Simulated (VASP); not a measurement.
An input for Quantum ESPRESSO's pw.x (written as the equivalent of a VASP run, and not itself run):

```
&CONTROL
  calculation = 'vc-relax'
  pseudo_dir = './pseudo'
  outdir = './out'
  tprnfor = .true.
  tstress = .true.
  nstep = 40
  forc_conv_thr = 0.00078
/
&SYSTEM
  ibrav = 0
  nat = 5
  ntyp = 3
  ecutwfc = 84
  occupations = 'smearing'
  smearing = 'gaussian'
  degauss = 0.003675
  input_dft = 'pbe'
/
&ELECTRONS
  conv_thr = 7.3e-08
  electron_maxstep = 100
/
&IONS
/
&CELL
/
ATOMIC_SPECIES
  K 39.098 K.upf
  Ta 180.948 Ta.upf
  O 15.999 O.upf
CELL_PARAMETERS angstrom
     4.0269840    0.0000000    0.0000000
     0.0000000    4.0269840    0.0000000
     0.0000000    0.0000000    4.0269840
ATOMIC_POSITIONS crystal
  K    0.0000000  0.0000000  0.0000000
  Ta   0.5000000  0.5000000  0.5000000
  O    0.5000000  0.0000000  0.5000000
  O    0.0000000  0.5000000  0.5000000
  O    0.5000000  0.5000000  0.0000000
K_POINTS automatic
  6 6 6 0 0 0
```

Problem. Write the VASP files for the same calculation (PBE).

Solution. Several could match; the one computed here: 
File POSCAR:
```
KTaO3
1
    4.0269839971     0.0000000000     0.0000000000
    0.0000000000     4.0269839971     0.0000000000
    0.0000000000     0.0000000000     4.0269839971
K Ta O
1 1 3
Direct
  0.0000000000   0.0000000000   0.0000000000
  0.5000000000   0.5000000000   0.5000000000
  0.5000000000   0.0000000000   0.5000000000
  0.0000000000   0.5000000000   0.5000000000
  0.5000000000   0.5000000000   0.0000000000
```

INCAR:
```
! general
SYSTEM  = KTaO3
PREC    = Accurate
ENCUT   = 620
LREAL   = .False.   ! projection in real space or not
LASPH   = .True.   ! aspherical one-centre terms

! electronic loop
EDIFF   = 1E-6   ! SCF stop (eV)
NELM    = 100
ALGO    = Normal   ! blocked Davidson
LMAXMIX = 6

! smearing
ISMEAR  = 0
SIGMA   = 0.05

! functional
GGA     = PE   ! PBE

! ions
IBRION  = 2   ! conjugate gradients
NSW     = 40
ISIF    = 3   ! ions, shape and volume
EDIFFG  = -0.02

! output
LWAVE   = .False.
LCHARG  = .False.
```

### KPOINTS
```
Automatic
0
Gamma
6 6 6
0 0 0
```

POTCAR, in this order: K_sv Ta_pv O (PBE.64 set). Program: vasp_std.

The two are equivalent in intent, not identical: the potentials are each code's own (VASP's PAW set, PseudoDojo norm-conserving files in pw.x), so ENCUT and ecutwfc are chosen apart and not converted; conv_thr bounds pw.x's estimated SCF error, while EDIFF bounds the energy change between steps; forc_conv_thr acts on force components and is met together with etot_conv_thr.

The compound is KTaO3 in the cubic perovskite structure. It was relaxed first.
